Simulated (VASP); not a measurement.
The cell holds one Li (bcc) (100) slab, with vacuum along c, ions free to move until forces fall under 0.03 eV/Å, no reconstruction beyond this cell, dipole correction on.

Here is the system:

```
CELL_PARAMETERS angstrom
      3.46701     0.00000     0.00000
      0.00000     3.46701     0.00000
      0.00000     0.00000    25.30225
ATOMIC_POSITIONS crystal
  Li 0.50000 0.00000 0.32623
  Li 0.00000 0.50000 0.39767
  Li 0.50000 0.00000 0.46558
  Li 0.00000 0.50000 0.53442
  Li 0.50000 0.00000 0.60233
  Li 0.00000 0.50000 0.67377
```

Method: r2SCAN meta-GGA, VASP's PBE PAW potentials (set 64) (plane waves; VASP 6.6.1). Settings: 450 eV cut-off, 8×8×1 Γ-centred mesh, first-order Methfessel-Paxton smearing of 0.10 eV, potentials Li_sv.

Slab and bulk use different k-meshes, so the surface energy is good to a few per cent at best.

Predict its surface energy, work function, band gap (on the k-mesh).

| Item | Result |
|---|---|
| surface energy | 0.46 J/m² |
| work function | 3.09 eV |
| band gap (on the k-mesh) | none (metal, semimetal or under 0.01 eV) |

The cell is a thin slab with vacuum, built from Li (bcc): (100) face.
